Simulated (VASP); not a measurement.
Output of a VASP run:

File OSZICAR:
```
       N       E                     dE             d eps       ncg     rms          rms(c)
DAV:   1     0.407495326269E+03    0.40750E+03   -0.18322E+04  2993   0.114E+03
DAV:   2     0.176093552831E+01   -0.40573E+03   -0.39460E+03  2980   0.350E+02
DAV:   3    -0.330909063583E+02   -0.34852E+02   -0.34244E+02  3293   0.104E+02
DAV:   4    -0.337721918028E+02   -0.68129E+00   -0.67809E+00  3237   0.158E+01
DAV:   5    -0.337823556108E+02   -0.10164E-01   -0.10154E-01  3596   0.173E+00    0.239E+01
DAV:   6    -0.362095186865E+02   -0.24272E+01   -0.65650E+01  3154   0.477E+01    0.190E+01
DAV:   7    -0.291157379755E+02    0.70938E+01   -0.31322E+01  3209   0.340E+01    0.748E+00
DAV:   8    -0.288140838930E+02    0.30165E+00   -0.25975E+00  3216   0.869E+00    0.144E+00
DAV:   9    -0.288023079465E+02    0.11776E-01   -0.15802E-01  3287   0.289E+00    0.865E-01
DAV:  10    -0.287999919351E+02    0.23160E-02   -0.23951E-02  3296   0.108E+00    0.244E-01
DAV:  11    -0.287991402252E+02    0.85171E-03   -0.27892E-03  3268   0.398E-01    0.791E-02
DAV:  12    -0.287991981403E+02   -0.57915E-04   -0.23250E-04  2513   0.971E-02
   1 F= -.28799198E+02 E0= -.28859990E+02  d E =0.182375E+00
```

**OUTCAR**
```
------------------------ aborting loop because EDIFF is reached ----------------------------------------
  FORCE on cell =-STRESS in cart. coord.  units (eV):
  Direction    XX          YY          ZZ          XY          YZ          ZX
  --------------------------------------------------------------------------------------
  Total      -69.6716298    -69.6716369    -70.4310080      0.0000000      0.0000000     -0.0000000
  in kB    -1139.8368410  -1139.8369573  -1152.2603667      0.0000000      0.0000000     -0.0000000
  external PRESSURE =   -1143.9780550 kB  Pullay stress =       0.0000000 kB
  volume of cell :       97.93
      direct lattice vectors                 reciprocal lattice vectors
     5.212990000  0.000000000  0.000000000     0.191828490  0.110752225  0.000000000
    -2.606495000  4.514582000  0.000000000     0.000000000  0.221504449  0.000000000
     0.000000000  0.000000000  4.161208000     0.000000000  0.000000000  0.240314832
 POSITION                                       TOTAL-FORCE (eV/Angst)
 -----------------------------------------------------------------------------------
     -1.30325      2.25729      0.00000        -0.000000      0.000000      0.000000
      2.60649      0.00000      0.00000         0.000000      0.000000      0.000000
      1.30325      2.25729      0.00000         0.000000      0.000000      0.000000
      2.60650      1.50486      2.08060        -0.000000      0.000000     -0.000000
     -0.00000      3.00972      2.08060         0.000000     -0.000000      0.000000
      0.00000      0.00000      0.00000        -0.000000      0.000000      0.000000
 -----------------------------------------------------------------------------------
    total drift:                                0.000000      0.000000      0.000000
  FREE ENERGIE OF THE ION-ELECTRON SYSTEM (eV)
  ---------------------------------------------------
  free  energy   TOTEN  =       -28.7991981403 eV

  energy  without entropy=      -28.9815726488  energy(sigma->0) =      -28.85998964
```
(Selected blocks of OUTCAR.)

POSCAR:
```
CoSn
1
    5.2129900000     0.0000000000     0.0000000000
   -2.6064950000     4.5145820000     0.0000000000
    0.0000000000     0.0000000000     4.1612080000
Co Sn
3 3
Direct
  0.0000000000   0.5000000000   0.0000000000
  0.5000000000   0.0000000000   0.0000000000
  0.5000000000   0.5000000000   0.0000000000
  0.6666670000   0.3333330000   0.5000000000
  0.3333330000   0.6666670000   0.5000000000
  0.0000000000   0.0000000000   0.0000000000
```

Task: Reconstruct the remaining input files.

Result: One answer among several that fit: the input of the run itself, PBE GGA, plane waves, VASP's PBE PAW potentials (set 64).

**KPOINTS**
```
Automatic mesh
0
Gamma
6 6 6
0.5 0.5 0.5
```

INCAR:
```
SYSTEM = CoSn
PREC = Accurate
ENCUT = 180
EDIFF = 1E-04
NELM = 100
ALGO = Normal
LREAL = .FALSE.
LASPH = .TRUE.
ISMEAR = 1
SIGMA = 0.5
GGA = PE
LMAXMIX = 4
LWAVE = .FALSE.
LCHARG = .FALSE.
ISIF = 2
```

POTCAR, in this order: Co Sn_d (PBE.64 set). Program: vasp_std.

At this cut-off the stress carries a Pulay error, which pulls relaxed volumes low.

The structure comes from a computed database's CoSn entry; how it stands against other phases isn't given here. The cell was not relaxed at this level. The run is one of a series of settings (EDIFF = 1E-04, ENCUT = 180, ISMEAR = 1, SIGMA = 0.5, KPOINTS 6×6×6 Γ-centred mesh shifted by (0.5, 0.5, 0.5) against the base run), some of them coarse on purpose. The run is not spin-polarised, so no magnetic state was tried. The electron count is odd and the run is not spin-polarised, which forces a metal.
